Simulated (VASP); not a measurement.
Method: PBEsol GGA, VASP's PBE PAW potentials (set 64) (plane waves; VASP 6.6.1).

Gaps are without spin-orbit coupling.

```json
{
 "volume_per_atom": "23.21 Å³/atom",
 "band gap (over mesh and band path)": "1.25 eV",
 "smallest direct gap (over mesh and band path)": "1.47 eV"
}
```

**Question.** Which relaxed crystal gives these values?
A. PbTe, Fm-3m (225)
B. SnS2, P6_3mc (186)
C. PbS, Fm-3m (225)
D. FeS2, Pa-3 (205)

**Answer.** B, SnS2, P6_3mc (186)
